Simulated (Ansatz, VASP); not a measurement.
# HfMoSeSO2 (1T-HfO2 under 2H-MoSSe, AA') in two plane-wave programs, part 2 of 2

Aim: how closely do two programs agree when they are given the same cell, functional and k mesh? Of the first pair: The structure shown is the start of the Ansatz relaxation below; VASP solves that cell, so the two are compared at the walk's first step.

VASP 6.6.1 and Ansatz 0.2.0.

So far: Starting point; Ansatz: relaxation, PBE with D3(BJ); VASP: single point, PBE with D3(BJ), start cell, pair 1.

## (4) Side by side

Known differences besides the potentials themselves: Ansatz cuts the interaction across the vacuum, VASP repeats the sheet with a dipole correction (LDIPOL); the data sets hold 74 valence electrons in Ansatz (on its default PAW (the set named soft_2) files) and 48 in VASP; the cutoff is 420 eV in Ansatz and 520 eV in VASP. Total energies have different zeros and are not compared.

Forces (eV/Å; atoms numbered as in POSCAR):

| atom | Ansatz x, y, z | VASP x, y, z |
| --- | --- | --- |
| O1 | 0.000, 0.000, 4.067 | 0.000, 0.000, 4.213 |
| O2 | 0.000, 0.000, -3.959 | 0.000, 0.000, -4.098 |
| Hf3 | 0.000, 0.000, -0.063 | 0.000, 0.000, -0.070 |
| Se4 | 0.000, 0.000, 1.507 | 0.000, 0.000, 1.481 |
| Mo5 | 0.000, 0.000, -0.487 | 0.000, 0.000, -0.456 |
| S6 | 0.000, 0.000, -1.065 | 0.000, 0.000, -1.070 |

The forces differ by 48 meV/Å r.m.s., which is 3.3 % of the r.m.s. force of 1.455 eV/Å (both taken over all components). Where the cell holds vacuum, a pressure given here is an average over it and none of the material.

## (5) Ansatz: relaxation, PBE with D3(BJ)

This run makes the geometry at which the two programs are then compared.

The structure compared here is the end of the Ansatz relaxation.

This is the run of step 2 again, met here at its other cell.

## (6) VASP: single point, PBE with D3(BJ), relaxed cell, pair 2

The same cell, functional, mesh and smearing now go to VASP, with its own data sets.

INCAR

```
SYSTEM = HfMoSeSO2
PREC = Accurate
ENCUT = 520
EDIFF = 1E-06
NELM = 120
ISMEAR = -1
SIGMA = 0.05
LREAL = .FALSE.
ALGO = Normal
GGA = PE
IVDW = 12
NBANDS = 30
LASPH = .TRUE.
LORBIT = 11
LWAVE = .FALSE.
LCHARG = .FALSE.
ISIF = 2
LDIPOL = .TRUE.
IDIPOL = 3
DIPOL = 0.5 0.5 0.496
LVHAR = .TRUE.
GGA_COMPAT = .FALSE.
EFERMI = MIDGAP
NELMDL = -8
KPAR = 2
```

POSCAR

```
HfMoSeSO2
1.0
    3.2336869187      0.0000000000      0.0000000000
   -1.6168434594      2.8004550195      0.0000000000
    0.0000000000      0.0000000000     48.8116622518
O Hf Se Mo S
2 1 1 1 1
Direct
    0.6666666667      0.3333333333      0.4196472347
    0.3333333333      0.6666666667      0.4595319560
    0.0000000000      0.0000000000      0.4396824585
    0.0000000000      0.0000000000      0.5185505023
    0.3333333333      0.6666666667      0.5533503920
    0.0000000000      0.0000000000      0.5846566305
```

KPOINTS

```
Automatic mesh
0
Gamma
12 12 1
0 0 0
```

PAW data sets: O, Hf_pv, Se, Mo_sv and S (PBE family, release 64).

Command:

```console
> mpirun -np 2 vasp_std
```

Numbers of over 12 decimals in the logs are rounded to 6 here.

The log of the run:

```text
[... set-up lines as in an earlier step ...]
 entering main loop
       N       E                     dE             d eps       ncg     rms          rms(c)
DAV:   1     0.418458308307E+03    0.41846E+03   -0.22263E+04  1460   0.122E+03
DAV:   2    -0.157433899851E+01   -0.42003E+03   -0.40879E+03  1590   0.285E+02
DAV:   3    -0.557009316555E+02   -0.54127E+02   -0.53598E+02  1358   0.104E+02
DAV:   4    -0.574123861971E+02   -0.17115E+01   -0.16943E+01  1428   0.192E+01
[...]
DAV:  28    -0.506829092416E+02   -0.44004E-05   -0.94300E-08   816   0.110E-03    0.547E-04
DAV:  29    -0.506829126606E+02   -0.34190E-05   -0.13344E-07   840   0.109E-03    0.620E-04
DAV:  30    -0.506829133833E+02   -0.72276E-06   -0.26351E-08   768   0.589E-04
   1 F= -.52276276E+02 E0= -.52276276E+02  d E =-.935512E-08
```

OUTCAR, selected parts (step 6):

```text
 Edisp (eV)   -1.59336

  Total      -0.74502    -0.74502    -0.40896     0.00000    -0.00000     0.00000
  in kB      -2.70042    -2.70042    -1.48232     0.00000    -0.00000     0.00000
  external pressure =       -2.29 kB  Pullay stress =        0.00 kB

 POSITION                                       TOTAL-FORCE (eV/Angst)
 -----------------------------------------------------------------------------------
      1.61684      0.93349     20.48368        -0.000000     -0.000000      0.202079
     -0.00000      1.86697     22.43052        -0.000000      0.000000     -0.201720
      0.00000      0.00000     21.46163        -0.000000     -0.000000     -0.000016
      0.00000      0.00000     25.31131         0.000000     -0.000000     -0.037809
     -0.00000      1.86697     27.00995         0.000000     -0.000000      0.046234
      0.00000      0.00000     28.53806         0.000000     -0.000000     -0.008768
 -----------------------------------------------------------------------------------
    total drift:                                0.000000     -0.000000      0.000050

  FREE ENERGIE OF THE ION-ELECTRON SYSTEM (eV)
  ---------------------------------------------------
  free  energy   TOTEN  =       -52.2762759728 eV

  energy  without entropy=      -52.2762759635  energy(sigma->0) =      -52.27627597

[... 1 part as in an earlier step ...]

[... 2 further parts left out ...]
[key lines of the parts left out:]
E-fermi :  -2.4627
```

## (7) Side by side

What differs besides the data sets and the points named for the pairs above, as far as they apply: the data sets hold 74 valence electrons in Ansatz (on its default PAW (the set named soft_2) files) and 48 in VASP. Total energies have different zeros and are not compared.

Both answers:

| quantity | Ansatz | VASP | difference |
| --- | --- | --- | --- |
| gap on the k mesh (eV) | 1.613 | 1.617 | -0.004 |

Forces (eV/Å; atoms numbered as in POSCAR):

| atom | Ansatz x, y, z | VASP x, y, z |
| --- | --- | --- |
| O1 | 0.000, 0.000, 0.000 | 0.000, 0.000, 0.202 |
| O2 | 0.000, 0.000, 0.000 | 0.000, 0.000, -0.202 |
| Hf3 | 0.000, 0.000, 0.000 | 0.000, 0.000, 0.000 |
| Se4 | 0.000, 0.000, -0.001 | 0.000, 0.000, -0.038 |
| Mo5 | 0.000, 0.000, 0.001 | 0.000, 0.000, 0.046 |
| S6 | 0.000, 0.000, 0.000 | 0.000, 0.000, -0.009 |

The forces differ by 69 meV/Å r.m.s., where the r.m.s. force is 0.000 eV/Å in Ansatz and 0.069 eV/Å in VASP: the atoms lie near their places of rest in Ansatz, so a percentage would say little (all taken over all components). A gap on the mesh is an upper bound, since the band edges may lie between its points; neither run holds spin-orbit coupling, which can move the band edges of a compound of Hf. Where the cell holds vacuum, a pressure given here is an average over it and none of the material.

## (8) Results

```
r.m.s. force difference (single point, PBE with D3(BJ), start cell, pair 1)   : 3.3 % of the r.m.s. force
r.m.s. force difference (single point, PBE with D3(BJ), relaxed cell, pair 2) : 69 meV/Å
```

**Reading.** The r.m.s. force difference is 69 meV/Å (single point, PBE with D3(BJ), relaxed cell, pair 2), beyond the 12 meV/Å picked in this series as the mark of a large difference. The data sets hold unlike numbers of valence electrons (74 in Ansatz and 48 in VASP), so part of the differences may come from the potentials. What causes the difference of the single point, PBE with D3(BJ), start cell, pair 1 pair stays open here. What causes the difference of the single point, PBE with D3(BJ), relaxed cell, pair 2 pair stays open here. VASP runs on this material, other cells and data sets included, that failed, so that no pair exists: single point, PBE (crashed). How closely two codes agree says nothing of how well the functional describes the real material.

[Lines on the potential files, build, host, timing and source positions are cut from VASP's logs without a mark.]

[Logs are printed without paths, hosts, clocks, repeated set-up lines and the standing remarks that a program may print on its own settings, such as how far it seeks lower states.]

[Hosts, paths, dates, database ids (printed as entryN), source tags and the programs' standing remarks are cut or masked in the printed files.]
